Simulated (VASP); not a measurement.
All values below come from PBEsol GGA, VASP's PBE PAW potentials (set 64) (plane waves; VASP).

VASP ran on this input.

### KPOINTS
```
Automatic mesh
0
Gamma
7 7 5
0 0 0
```

POSCAR:
```
PtS2
1
    1.7829133649    -3.0880966056     0.0000000000
    1.7829133649     3.0880966056     0.0000000000
    0.0000000000     0.0000000000     4.8232578439
Pt S
1 2
Direct
  0.0000000000   0.0000000000   0.0000000000
  0.3333330000   0.6666670000   0.2484599035
  0.6666670000   0.3333330000   0.7515400965
```

### INCAR
```
ALGO=Normal
EDIFF=1E-8
ENCUT=400
GGA=PS
ISMEAR=0
LASPH=.True.
LCHARG=.False.
LEPSILON=.True.
LMAXMIX=6
LREAL=.False.
LWAVE=.False.
NELM=100
PREC=Accurate
SIGMA=0.01
SYSTEM=PtS2
```

POTCAR, in this order: Pt S (PBE.64 set). Program: vasp_std.

Output

File OSZICAR:
```
...
       N       E                     dE             d eps       ncg     rms          rms(c)
RMM:   1    -0.356136211328E+01   -0.35614E+01   -0.26089E+01  1981   0.711E+00
RMM:   2    -0.383360122127E+01   -0.27224E+00   -0.11424E-01  1586   0.143E+00
RMM:   3    -0.383663639894E+01   -0.30352E-02   -0.38903E-03  1592   0.211E-01
RMM:   4    -0.383677689300E+01   -0.14049E-03   -0.13726E-04  1622   0.408E-02
RMM:   5    -0.383678096341E+01   -0.40704E-05   -0.11054E-05  1633   0.803E-03
RMM:   6    -0.383678124049E+01   -0.27709E-06   -0.62529E-07  1563   0.176E-03
RMM:   7    -0.383678124287E+01   -0.23758E-08    0.13405E-09  1143   0.386E-04
 Linear response to external field (no local field effect), progress :
  Direction:   2
       N       E                     dE             d eps       ncg     rms          rms(c)
RMM:   1    -0.356249698664E+01   -0.35625E+01   -0.26122E+01  1972   0.710E+00
RMM:   2    -0.381575522138E+01   -0.25326E+00   -0.12976E-01  1581   0.146E+00
RMM:   3    -0.381935879039E+01   -0.36036E-02   -0.41410E-03  1576   0.218E-01
RMM:   4    -0.381951850721E+01   -0.15972E-03   -0.19057E-04  1613   0.421E-02
RMM:   5    -0.381952601557E+01   -0.75084E-05   -0.13312E-05  1622   0.858E-03
RMM:   6    -0.381952650513E+01   -0.48957E-06   -0.53761E-07  1555   0.191E-03
RMM:   7    -0.381952652126E+01   -0.16125E-07    0.44604E-06  1101   0.439E-04
RMM:   8    -0.381952652276E+01   -0.14958E-08    0.28352E-05   851   0.129E-04
RMM:   9    -0.381952653229E+01   -0.95372E-08   -0.18815E-06   721   0.638E-05
RMM:  10    -0.381952658369E+01   -0.51399E-07   -0.45355E-08   650   0.461E-05
RMM:  11    -0.381952656404E+01    0.19656E-07   -0.19486E-09   505   0.447E-05
RMM:  12    -0.381952656403E+01    0.47584E-11   -0.17952E-09   417   0.447E-05
 Linear response to external field (no local field effect), progress :
  Direction:   3
       N       E                     dE             d eps       ncg     rms          rms(c)
RMM:   1    -0.226261817062E+01   -0.22626E+01   -0.15301E+01  1950   0.645E+00
RMM:   2    -0.257352746344E+01   -0.31091E+00   -0.77523E-02  1583   0.133E+00
RMM:   3    -0.257586220764E+01   -0.23347E-02   -0.26637E-03  1571   0.190E-01
RMM:   4    -0.257595981123E+01   -0.97604E-04   -0.97136E-05  1622   0.360E-02
RMM:   5    -0.257596266077E+01   -0.28495E-05   -0.77294E-06  1625   0.689E-03
RMM:   6    -0.257596286559E+01   -0.20482E-06   -0.23980E-07  1558   0.146E-03
RMM:   7    -0.257596287048E+01   -0.48889E-08    0.12129E-06  1138   0.318E-04
RMM:   8    -0.257596287144E+01   -0.95689E-09    0.80284E-06   789   0.938E-05
RMM:   9    -0.257596286339E+01    0.80455E-08    0.10292E-05   687   0.556E-05
RMM:  10    -0.257596280203E+01    0.61367E-07   -0.14611E-06   608   0.454E-05
RMM:  11    -0.257596280230E+01   -0.27642E-09    0.17272E-07   462   0.448E-05
RMM:  12    -0.257596280225E+01    0.55882E-10    0.35114E-09   396   0.447E-05
 Linear response to external field, progress :
  Direction:   1
       N       E                     dE             d eps       ncg     rms          rms(c)
RMM:   1    -0.356601998955E+01   -0.35660E+01   -0.26146E+01  4426   0.705E+00
RMM:   2    -0.382476460603E+01   -0.25874E+00   -0.11531E-01  3552   0.141E+00    0.384E+00
RMM:   3    -0.368824618442E+01    0.13652E+00   -0.13824E-01  3508   0.220E+00    0.198E+00
RMM:   4    -0.379381428826E+01   -0.10557E+00   -0.10517E-01  3510   0.200E+00    0.313E-01
RMM:   5    -0.381809269929E+01   -0.24278E-01   -0.57707E-04  3599   0.414E-01    0.433E-02
RMM:   6    -0.381972979950E+01   -0.16371E-02   -0.64045E-04  3705   0.730E-02    0.290E-02
RMM:   7    -0.382021223609E+01   -0.48244E-03    0.32698E-04  3697   0.272E-02    0.925E-03
RMM:   8    -0.382078114857E+01   -0.56891E-03   -0.66863E-05  3758   0.112E-02    0.247E-03
RMM:   9    -0.382098388866E+01   -0.20274E-03    0.13108E-05  3929   0.385E-03    0.167E-03
RMM:  10    -0.382097472718E+01    0.91615E-05   -0.10822E-05  4031   0.162E-03    0.412E-04
RMM:  11    -0.382096541191E+01    0.93153E-05   -0.14464E-05  4415   0.495E-04    0.119E-04
RMM:  12    -0.382095732156E+01    0.80903E-05   -0.91460E-06  4743   0.311E-04    0.526E-05
RMM:  13    -0.382095926758E+01   -0.19460E-05   -0.12401E-05  3917   0.172E-04    0.173E-05
RMM:  14    -0.382095945429E+01   -0.18671E-06   -0.98665E-06  3281   0.156E-04    0.231E-06
 Linear response to external field, progress :
  Direction:   2
       N       E                     dE             d eps       ncg     rms          rms(c)
RMM:   1    -0.355869510163E+01   -0.35587E+01   -0.26073E+01  4442   0.707E+00
RMM:   2    -0.382466439409E+01   -0.26597E+00   -0.11938E-01  3554   0.144E+00    0.384E+00
RMM:   3    -0.368820622041E+01    0.13646E+00   -0.13818E-01  3521   0.221E+00    0.198E+00
RMM:   4    -0.379376064921E+01   -0.10555E+00   -0.10365E-01  3515   0.201E+00    0.313E-01
RMM:   5    -0.381807857337E+01   -0.24318E-01    0.65429E-03  3609   0.414E-01    0.432E-02
RMM:   6    -0.381975220350E+01   -0.16736E-02    0.53035E-04  3727   0.722E-02    0.285E-02
RMM:   7    -0.382039438277E+01   -0.64218E-03    0.53634E-04  3680   0.313E-02    0.545E-03
RMM:   8    -0.382081999199E+01   -0.42561E-03    0.16666E-04  3744   0.696E-03    0.247E-03
RMM:   9    -0.382096480225E+01   -0.14481E-03    0.92877E-05  3909   0.354E-03    0.157E-03
RMM:  10    -0.382096940226E+01   -0.46000E-05    0.21484E-05  4033   0.139E-03    0.431E-04
RMM:  11    -0.382096217001E+01    0.72323E-05   -0.27518E-06  4429   0.457E-04    0.924E-05
RMM:  12    -0.382095681618E+01    0.53538E-05    0.25599E-07  4722   0.272E-04    0.375E-05
RMM:  13    -0.382095704165E+01   -0.22548E-06    0.41123E-06  3442   0.157E-04    0.230E-05
RMM:  14    -0.382095762525E+01   -0.58360E-06    0.78307E-06  3346   0.158E-04    0.316E-06
 Linear response to external field, progress :
  Direction:   3
       N       E                     dE             d eps       ncg     rms          rms(c)
RMM:   1    -0.226261817064E+01   -0.22626E+01   -0.15301E+01  1950   0.645E+00
RMM:   2    -0.257352746344E+01   -0.31091E+00   -0.77523E-02  1583   0.133E+00    0.519E+00
RMM:   3    -0.211975148221E+01    0.45378E+00   -0.15384E+00  1606   0.561E+00    0.269E+00
RMM:   4    -0.210143448914E+01    0.18317E-01   -0.70185E-02  1521   0.148E+00    0.162E+00
RMM:   5    -0.213347437031E+01   -0.32040E-01   -0.12786E-02  1550   0.668E-01    0.224E-01
RMM:   6    -0.214044812605E+01   -0.69738E-02   -0.91489E-04  1582   0.184E-01    0.512E-02
RMM:   7    -0.214136661190E+01   -0.91849E-03   -0.16735E-04  1582   0.721E-02    0.161E-02
RMM:   8    -0.214136083372E+01    0.57782E-05   -0.10239E-05  1609   0.154E-02    0.873E-03
RMM:   9    -0.214186859837E+01   -0.50776E-03   -0.22633E-05  1592   0.892E-03    0.339E-03
RMM:  10    -0.214183841917E+01    0.30179E-04   -0.42158E-05  1642   0.182E-03    0.733E-04
RMM:  11    -0.214184933296E+01   -0.10914E-04    0.61127E-06  1620   0.563E-04    0.356E-04
RMM:  12    -0.214185517179E+01   -0.58388E-05    0.51975E-07  1540   0.272E-04    0.615E-05
RMM:  13    -0.214185408902E+01    0.10828E-05    0.95615E-07   871   0.705E-05    0.322E-05
RMM:  14    -0.214185365305E+01    0.43597E-06    0.34948E-08   938   0.801E-05    0.138E-05
RMM:  15    -0.214185373532E+01   -0.82271E-07   -0.14913E-11   283   0.422E-05    0.540E-06
```

File OUTCAR:
```
------------------------ aborting loop because EDIFF is reached ----------------------------------------

 HEAD OF MICROSCOPIC STATIC DIELECTRIC TENSOR (INDEPENDENT PARTICLE, excluding Hartree and local field effects)
 ------------------------------------------------------
          27.085179     0.000000     0.000000
          -0.000000    27.085180     0.000000
           0.000000     0.000000    18.552703
 ------------------------------------------------------

 MACROSCOPIC STATIC DIELECTRIC TENSOR (including local field effects in DFT)
 ------------------------------------------------------
          25.436478     0.000000     0.000000
           0.000000    25.436479    -0.000000
           0.000000     0.000000    15.101533
 ------------------------------------------------------

 PIEZOELECTRIC TENSOR (including local field effects)  for field in x, y, z        (e  Angst)
          XX          YY          ZZ          XY          YZ          ZX
  --------------------------------------------------------------------------------
  x     0.00000     0.00000     0.00000     0.00000     0.00000     0.00000
  y     0.00000     0.00000     0.00000     0.00000     0.00000     0.00000
  z     0.00000     0.00000     0.00000     0.00000     0.00000     0.00000

 PIEZOELECTRIC TENSOR (including local field effects)  for field in x, y, z        (C/m^2)
          XX          YY          ZZ          XY          YZ          ZX
  --------------------------------------------------------------------------------
  x     0.00000     0.00000     0.00000     0.00000     0.00000     0.00000
  y     0.00000     0.00000     0.00000     0.00000     0.00000     0.00000
  z     0.00000     0.00000     0.00000     0.00000     0.00000     0.00000

 BORN EFFECTIVE CHARGES (including local field effects) (in |e|, cummulative output)
 ---------------------------------------------------------------------------------
 ion    1
    1     3.28036     0.00000     0.00000
    2     0.00000     3.28036     0.00000
    3    -0.00000     0.00000    -0.65567
 ion    2
    1    -1.64018     0.00000     0.00000
    2     0.00000    -1.64018     0.00000
    3    -0.00000    -0.00000     0.32784
 ion    3
    1    -1.64018     0.00000     0.00000
    2     0.00000    -1.64018     0.00000
    3    -0.00000    -0.00000     0.32784
```
(Selected blocks of OUTCAR.)

### OUTCAR
```
 val. band max:        7.3722170337   @ k =   0.0000   0.0000   0.0000

 cond. band min:       7.7726507241   @ k =   0.0000   0.2857   0.2000


 Fermi energy:         7.4892022798

 k-point     1 :       0.0000    0.0000    0.0000
  band No.  band energies     occupation
      1      -8.3596      2.00000
      2      -5.0908      2.00000
      3      -0.0435      2.00000
      4       0.3673      2.00000
      5       0.3673      2.00000
      6       3.2378      2.00000
      7       3.2378      2.00000
      8       5.0739      2.00000
      9       5.9645      2.00000
     10       5.9645      2.00000
     11       7.3722      2.00000
     12       8.9809      0.00000
     13       8.9809      0.00000
     14      11.2992      0.00000
     15      12.4783      0.00000

 k-point     2 :       0.1429    0.0000    0.0000
  band No.  band energies     occupation
      1      -8.1010      2.00000
      2      -5.2507      2.00000
      3       0.2290      2.00000
      4       0.5340      2.00000
      5       0.6091      2.00000
      6       2.8276      2.00000
      7       3.0603      2.00000
      8       4.4738      2.00000
      9       5.7428      2.00000
     10       5.8778      2.00000
     11       6.9683      2.00000
     12       8.6751      0.00000
     13       8.9773      0.00000
     14      12.4354      0.00000
     15      13.3602      0.00000

 k-point     3 :       0.2857    0.0000    0.0000
  band No.  band energies     occupation
      1      -7.4085      2.00000
      2      -5.6017      2.00000
      3       0.7035      2.00000
      4       0.9005      2.00000
      5       1.2661      2.00000
      6       1.7239      2.00000
      7       2.9043      2.00000
      8       3.8452      2.00000
      9       5.2464      2.00000
     10       5.2787      2.00000
     11       5.8348      2.00000
     12       8.7133      0.00000
     13       9.3107      0.00000
     14      12.4766      0.00000
     15      14.5259      0.00000
...
```

The dielectric response may not be converged in the k-mesh; for small gaps it tends to come out too large. Tensors are in the Cartesian frame of the cell as typed. Without a dispersion term in the relaxation, distances and binding between the weakly bound layers, chains or molecules are unreliable, and so is what depends on them. Unless said otherwise, spin-orbit coupling is left out, though it shifts the bands of the heavy elements here.

The compound is PtS2 in the 1T layered structure. It was relaxed first.
